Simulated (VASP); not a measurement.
These are r2SCAN meta-GGA, VASP's PBE PAW potentials (set 64) (plane waves; VASP) values and carry that method's errors.

The input files of a VASP run:

### POSCAR
```
Te
1
    8.9811665495     0.0000000000    -0.0000000000
    0.0000000000     3.2126593037     0.0000000000
   -0.0000000000     0.0000000000     4.5009584985
Te
4
Direct
  0.7500000000   0.5000000000   0.5175868962
  0.2500000000   0.5000000000   0.4824131038
  1.0000000000   0.5000000000   0.0000000000
  0.5000000000   0.5000000000   0.0000000000
```

INCAR:
```
ALGO = Normal
EDIFF = 1E-6
EDIFFG = -0.02
ENCUT = 400
IBRION = 2
ISIF = 3
ISMEAR = 1
LASPH = .True.
LCHARG = .False.
LMAXMIX = 4
LMIXTAU = .True.
LREAL = .False.
LWAVE = .False.
METAGGA = R2SCAN
NELM = 100
NSW = 60
PREC = Accurate
SIGMA = 0.1
SYSTEM = Te
```

**KPOINTS**
```
Automatic mesh
0
Gamma
3 9 6
0 0 0
```

POTCAR, in this order: Te (PBE.64 set). Program: vasp_std.

Output of the run:

OSZICAR:
```
       N       E                     dE             d eps       ncg     rms          rms(c)
DAV:   1     0.625432930413E+01    0.62543E+01   -0.80049E+03  1280   0.101E+03
DAV:   2    -0.997014367211E+02   -0.10596E+03   -0.10448E+03  1824   0.161E+02
DAV:   3    -0.105402115370E+03   -0.57007E+01   -0.56475E+01  1560   0.435E+01
DAV:   4    -0.105500478605E+03   -0.98363E-01   -0.98097E-01  1712   0.639E+00
DAV:   5    -0.105502114976E+03   -0.16364E-02   -0.16363E-02  1568   0.778E-01    0.119E+01
DAV:   6    -0.104123096418E+03    0.13790E+01   -0.13654E-01  1328   0.386E+00    0.805E+00
DAV:   7    -0.995870324540E+02    0.45361E+01   -0.15973E+00  1280   0.694E+00    0.411E+00
DAV:   8    -0.100977446500E+03   -0.13904E+01   -0.50564E-01  1296   0.512E+00    0.702E-01
DAV:   9    -0.100903919541E+03    0.73527E-01   -0.97698E-03  1456   0.702E-01    0.681E-01
DAV:  10    -0.101104966796E+03   -0.20105E+00   -0.26746E-02  1296   0.118E+00    0.275E-01
DAV:  11    -0.101307911469E+03   -0.20294E+00   -0.21108E-01  1312   0.373E+00    0.930E-01
DAV:  12    -0.101326704022E+03   -0.18793E-01   -0.10600E-02  1288   0.857E-01    0.243E-01
DAV:  13    -0.101326887080E+03   -0.18306E-03   -0.71636E-04  1392   0.257E-01    0.186E-01
DAV:  14    -0.101323520237E+03    0.33668E-02   -0.94410E-03  1280   0.878E-01    0.122E-01
DAV:  15    -0.101329140061E+03   -0.56198E-02   -0.52223E-03  1280   0.657E-01    0.167E-01
DAV:  16    -0.101329541619E+03   -0.40156E-03   -0.96498E-05  1344   0.782E-02    0.119E-01
DAV:  17    -0.101329652224E+03   -0.11061E-03   -0.45915E-05  1296   0.664E-02    0.860E-02
DAV:  18    -0.101329681288E+03   -0.29063E-04   -0.32607E-05  1280   0.524E-02    0.732E-02
DAV:  19    -0.101329691470E+03   -0.10182E-04   -0.56069E-06  1408   0.177E-02    0.694E-02
DAV:  20    -0.101329688031E+03    0.34386E-05   -0.41236E-06  1280   0.195E-02    0.371E-02
DAV:  21    -0.101329685685E+03    0.23465E-05   -0.12330E-06   712   0.915E-03    0.196E-02
DAV:  22    -0.101329691475E+03   -0.57909E-05   -0.10585E-06   712   0.786E-03    0.511E-03
DAV:  23    -0.101329692419E+03   -0.94333E-06   -0.49756E-07   648   0.731E-03
   1 F= -.10132969E+03 E0= -.10132961E+03  d E =-.101330E+03
       N       E                     dE             d eps       ncg     rms          rms(c)
DAV:   1    -0.101330597210E+03   -0.90573E-03   -0.42484E-02  1280   0.107E+00    0.125E-01
DAV:   2    -0.101330045940E+03    0.55127E-03   -0.15962E-03  1296   0.245E-01    0.597E-02
DAV:   3    -0.101329912204E+03    0.13374E-03   -0.40608E-04  1312   0.119E-01    0.142E-02
DAV:   4    -0.101329912734E+03   -0.53024E-06   -0.28272E-05  1496   0.337E-02    0.785E-03
DAV:   5    -0.101329903004E+03    0.97297E-05   -0.95892E-06  1328   0.267E-02    0.208E-03
DAV:   6    -0.101329912920E+03   -0.99163E-05   -0.11480E-05  1296   0.276E-02    0.911E-04
DAV:   7    -0.101329914462E+03   -0.15420E-05   -0.13491E-06   688   0.936E-03    0.457E-04
DAV:   8    -0.101329914483E+03   -0.21091E-07   -0.17186E-07   664   0.316E-03
   2 F= -.10132991E+03 E0= -.10132973E+03  d E =-.222065E-03
       N       E                     dE             d eps       ncg     rms          rms(c)
DAV:   1    -0.101330034211E+03   -0.11975E-03   -0.42210E-03  1280   0.337E-01    0.393E-02
DAV:   2    -0.101329980812E+03    0.53399E-04   -0.15782E-04  1280   0.771E-02    0.186E-02
DAV:   3    -0.101329968473E+03    0.12339E-04   -0.38471E-05  1336   0.370E-02    0.463E-03
DAV:   4    -0.101329968517E+03   -0.43445E-07   -0.26793E-06   928   0.107E-02
   3 F= -.10132997E+03 E0= -.10132983E+03  d E =-.276098E-03
       N       E                     dE             d eps       ncg     rms          rms(c)
DAV:   1    -0.101330113857E+03   -0.14538E-03   -0.58431E-03  1280   0.395E-01    0.331E-02
DAV:   2    -0.101330141352E+03   -0.27495E-04   -0.20848E-04  1416   0.857E-02    0.131E-02
DAV:   3    -0.101330144272E+03   -0.29206E-05   -0.53346E-06  1480   0.177E-02    0.742E-03
DAV:   4    -0.101330144962E+03   -0.68982E-06   -0.26593E-06   976   0.118E-02
   4 F= -.10133014E+03 E0= -.10133002E+03  d E =-.176446E-03
       N       E                     dE             d eps       ncg     rms          rms(c)
DAV:   1    -0.101330296537E+03   -0.15226E-03   -0.52612E-02  1280   0.119E+00    0.100E-01
DAV:   2    -0.101330516949E+03   -0.22041E-03   -0.18481E-03  1416   0.256E-01    0.388E-02
DAV:   3    -0.101330553085E+03   -0.36136E-04   -0.52106E-05  1456   0.555E-02    0.223E-02
DAV:   4    -0.101330556738E+03   -0.36529E-05   -0.19779E-05  1424   0.299E-02    0.911E-03
DAV:   5    -0.101330558019E+03   -0.12818E-05   -0.64322E-06  1360   0.201E-02    0.582E-03
DAV:   6    -0.101330561253E+03   -0.32333E-05   -0.15367E-06   712   0.112E-02    0.204E-03
DAV:   7    -0.101330561430E+03   -0.17728E-06   -0.28129E-07   664   0.487E-03
   5 F= -.10133056E+03 E0= -.10133047E+03  d E =-.592913E-03
       N       E                     dE             d eps       ncg     rms          rms(c)
DAV:   1    -0.101329772627E+03    0.78863E-03   -0.21037E-01  1280   0.237E+00    0.202E-01
DAV:   2    -0.101330653307E+03   -0.88068E-03   -0.74250E-03  1416   0.512E-01    0.771E-02
DAV:   3    -0.101330789252E+03   -0.13594E-03   -0.20418E-04  1456   0.109E-01    0.442E-02
DAV:   4    -0.101330800326E+03   -0.11073E-04   -0.75579E-05  1408   0.573E-02    0.177E-02
DAV:   5    -0.101330806028E+03   -0.57020E-05   -0.22555E-05  1360   0.369E-02    0.114E-02
DAV:   6    -0.101330815044E+03   -0.90161E-05   -0.53400E-06  1392   0.197E-02    0.457E-03
DAV:   7    -0.101330815895E+03   -0.85146E-06   -0.85277E-07   712   0.897E-03
   6 F= -.10133082E+03 E0= -.10133072E+03  d E =-.847379E-03
       N       E                     dE             d eps       ncg     rms          rms(c)
DAV:   1    -0.101330771791E+03    0.43253E-04   -0.12573E-02  1280   0.580E-01    0.485E-02
DAV:   2    -0.101330827057E+03   -0.55266E-04   -0.45015E-04  1424   0.126E-01    0.190E-02
DAV:   3    -0.101330834030E+03   -0.69735E-05   -0.11693E-05  1496   0.260E-02    0.108E-02
DAV:   4    -0.101330834204E+03   -0.17404E-06   -0.44354E-06  1328   0.143E-02
   7 F= -.10133083E+03 E0= -.10133075E+03  d E =-.865688E-03
       N       E                     dE             d eps       ncg     rms          rms(c)
DAV:   1    -0.101330943841E+03   -0.10981E-03   -0.12866E-02  1280   0.596E-01    0.729E-02
DAV:   2    -0.101331004685E+03   -0.60844E-04   -0.55508E-04  1456   0.135E-01    0.301E-02
DAV:   3    -0.101330992463E+03    0.12223E-04   -0.20902E-05  1376   0.274E-02    0.177E-02
DAV:   4    -0.101330984353E+03    0.81094E-05   -0.13927E-05  1328   0.194E-02    0.146E-02
DAV:   5    -0.101330981738E+03    0.26154E-05   -0.22064E-06   912   0.118E-02    0.662E-03
DAV:   6    -0.101330981504E+03    0.23342E-06   -0.29988E-06  1136   0.130E-02
   8 F= -.10133098E+03 E0= -.10133089E+03  d E =-.147300E-03
```

**OUTCAR**
```
------------------------ aborting loop because EDIFF is reached ----------------------------------------
  FORCE on cell =-STRESS in cart. coord.  units (eV):
  Direction    XX          YY          ZZ          XY          YZ          ZX
  --------------------------------------------------------------------------------------
  Total       -0.0788761     -0.0099687      0.0476996      0.0000000      0.0000000      0.0000000
  in kB       -0.9736238     -0.1230512      0.5887902      0.0000000      0.0000000      0.0000000
  external PRESSURE =      -0.1692949 kB  Pullay stress =       0.0000000 kB
  volume of cell :      129.80
      direct lattice vectors                 reciprocal lattice vectors
     9.033445990  0.000000000  0.000000000     0.110699726  0.000000000 -0.000000000
     0.000000000  3.209083078  0.000000000     0.000000000  0.311615491  0.000000000
     0.000000000  0.000000000  4.477446989    -0.000000000  0.000000000  0.223341561
 POSITION                                       TOTAL-FORCE (eV/Angst)
 -----------------------------------------------------------------------------------
      6.77508      1.60454      2.29653        -0.000000     -0.000000     -0.019944
      2.25836      1.60454      2.18092         0.000000      0.000000      0.019944
      0.00000      1.60454      4.47745         0.000000      0.000000      0.000000
      4.51672      1.60454      4.47745         0.000000      0.000000      0.000000
 -----------------------------------------------------------------------------------
    total drift:                                0.000000     -0.000000      0.000000
  FREE ENERGIE OF THE ION-ELECTRON SYSTEM (eV)
  ---------------------------------------------------
  free  energy   TOTEN  =      -101.3309815043 eV

  energy  without entropy=     -101.3307140904  energy(sigma->0) =     -101.33089237

 reached required accuracy - stopping structural energy minimisation
```
(Selected blocks of OUTCAR.)

File CONTCAR:
```
Te
   1.00000000000000
     9.0334459903741511    0.0000000000000000    0.0000000000000003
     0.0000000000000000    3.2090830780157571    0.0000000000000000
     0.0000000000000001    0.0000000000000000    4.4774469891978352
  Te
     4
Direct
     0.7500000000000000    0.5000000000000000    0.5129099497477442
     0.2500000000000000    0.5000000000000000    0.4870900502522560
     0.0000000000000000    0.5000000000000000    1.0000000000000000
     0.5000000000000000    0.5000000000000000    1.0000000000000000
```

### OUTCAR
```
 val. band max:        6.4836376370   @ k =   0.3333   0.2222   0.1667

 cond. band min:       6.4976865400   @ k =   0.3333   0.4444   0.1667


 Fermi energy:         6.4900487868

 k-point     1 :       0.0000    0.0000    0.0000
  band No.  band energies     occupation
      1      -7.8504      2.00000
      2      -6.3503      2.00000
      3      -6.3483      2.00000
      4      -3.9806      2.00000
      5       1.6592      2.00000
      6       1.7677      2.00000
      7       3.7705      2.00000
      8       3.7802      2.00000
      9       4.0371      2.00000
     10       4.0455      2.00000
     11       7.5289     -0.00000
     12       7.7421     -0.00000
     13       7.7937     -0.00000
     14       8.8217      0.00000
     15       8.8226      0.00000
     16       8.8569      0.00000

 k-point     2 :       0.3333    0.0000    0.0000
  band No.  band energies     occupation
      1      -7.6747      2.00000
      2      -7.1595      2.00000
      3      -5.3506      2.00000
      4      -4.4066      2.00000
      5       1.9864      2.00000
      6       1.9944      2.00000
      7       2.7019      2.00000
      8       2.8876      2.00000
      9       5.2073      2.00000
     10       5.4476      2.00000
     11       6.8328     -0.00001
     12       6.9777     -0.00000
     13       7.6873     -0.00000
     14       8.1418     -0.00000
     15       9.5421      0.00000
     16       9.5898      0.00000

 k-point     3 :       0.0000    0.1111    0.0000
  band No.  band energies     occupation
      1      -7.7004      2.00000
      2      -6.1985      2.00000
      3      -6.1965      2.00000
      4      -3.8216      2.00000
      5       1.7920      2.00000
      6       1.9006      2.00000
      7       3.9050      2.00000
      8       3.9149      2.00000
      9       4.1795      2.00000
     10       4.1878      2.00000
     11       6.0545      2.00000
     12       7.4212     -0.00000
     13       7.4233     -0.00000
...
```

Unless said otherwise, spin-orbit coupling is left out, though it shifts the bands of the heavy elements here.

The structure comes from a computed database's Te entry (Pmma); how it stands against other phases isn't given here. This run relaxes it. Symmetry was kept, so distortions that lower it aren't found. The start is the result of an earlier pass.
